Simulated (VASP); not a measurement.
Crystal: BaWO4.

```
CELL_PARAMETERS angstrom
-2.83337 2.83337 6.36927
2.83337 -2.83337 6.36927
2.83337 2.83337 -6.36927
ATOMIC_POSITIONS crystal
Ba 0.25000 0.75000 0.50000
Ba 0.50000 0.50000 0.00000
W 0.75000 0.25000 0.50000
W 0.00000 0.00000 0.00000
O 0.15214 0.04689 0.35624
O 0.69065 0.79590 0.64376
O 0.05935 0.45410 0.85624
O 0.54590 0.40214 0.60525
O 0.20410 0.84786 0.89475
O 0.95311 0.30935 0.10525
O 0.79689 0.94065 0.39475
O 0.59786 0.20311 0.14376
```

The cell is a database's computed one.

| Item | Value |
| --- | --- |
| Program | VASP 6.6.1 |
| Task | relaxation of cell and atoms |
| Functional | LDA |
| Potentials or basis | VASP PAW LDA potentials, release 64 (Ba_sv, W_sv, O) |
| Cutoff | 600 eV |
| k mesh | 8 × 8 × 8 |
| Occupations | gaussian, width 0.03 eV |
| Spin | no spin polarisation |

At the start: pressure -4.0 GPa; volume 17.04 Å³/atom.

Q: How do energy, volume and symmetry change on relaxing?

A: Over 23 steps the energy falls by 14.0 meV/atom and the volume is 15.96 Å³/atom (-6.4 %); space group I4_1/a (No. 88, to 0.05 Å).

The path:
```csv
step,energy change (eV),largest force (eV/Å),pressure (GPa),volume (Å³)
1,0.0000,0.0109,-3.96,204.53
2,0.0540,1.7036,5.81,192.31
3,-0.0679,0.6910,-0.05,199.19
4,-0.1513,0.0732,0.17,192.72
5,-0.1513,0.0732,0.18,192.72
6,-0.1522,0.0902,-0.41,193.32
7,-0.1523,0.0816,-0.34,193.23
8,-0.1531,0.0700,-0.31,193.28
9,-0.1549,0.0454,-0.29,193.41
10,-0.1561,0.0839,-0.21,193.68
11,-0.1577,0.0681,-0.23,193.53
12,-0.1616,0.0351,-0.33,193.08
13,-0.1641,0.1130,-0.54,192.19
14,-0.1656,0.0566,-0.19,191.74
15,-0.1659,0.0422,0.15,191.32
16,-0.1659,0.0390,0.11,191.41
17,-0.1659,0.0385,0.06,191.46
18,-0.1663,0.0338,0.03,191.47
19,-0.1672,0.0237,-0.02,191.53
20,-0.1676,0.0337,-0.12,191.63
21,-0.1677,0.0266,-0.09,191.60
22,-0.1677,0.0242,0.12,191.47
23,-0.1677,0.0045,0.02,191.54
```

Final structure:
```
CELL_PARAMETERS angstrom
-2.78791 2.78791 6.16083
2.78791 -2.78791 6.16083
2.78791 2.78791 -6.16083
ATOMIC_POSITIONS crystal
Ba 0.25000 0.75000 0.50000
Ba 0.50000 0.50000 0.00000
W 0.75000 0.25000 0.50000
W 0.00000 0.00000 0.00000
O 0.14683 0.05537 0.36478
O 0.69059 0.78205 0.63522
O 0.05941 0.46795 0.86478
O 0.53205 0.39683 0.59146
O 0.21795 0.85317 0.90854
O 0.94463 0.30941 0.09146
O 0.80537 0.94059 0.40854
O 0.60317 0.19463 0.13522
```
